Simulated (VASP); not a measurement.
Input:

```yaml
crystal:
  lattice:
    - [0.00000, 2.95116, 2.95116]
    - [2.95116, 0.00000, 2.95116]
    - [2.95116, 2.95116, 0.00000]
  atoms:
    - { symbol: Li, position: [0.25000, 0.25000, 0.25000] }
    - { symbol: Li, position: [0.75000, 0.75000, 0.75000] }
    - { symbol: Se, position: [0.00000, 0.00000, 0.00000] }
```

Level of theory: SCAN meta-GGA, VASP's PBE PAW potentials (set 64) (plane waves; VASP 6.6.1). Settings: 520 eV cut-off, 8×8×8 Γ-centred mesh, Gaussian smearing of 0.050 eV, potentials Li_sv Se.

Give the stress tensor in GPa (positive for a compressed cell).

```
1.22  0.00  0.00
0.00  1.22  0.00
0.00  0.00  1.22
```
The pressure is its mean diagonal, 1.22 GPa.

The compound is Li2Se in the antifluorite structure. This cell is one point of a volume scan, at 0.97 of the reference volume.
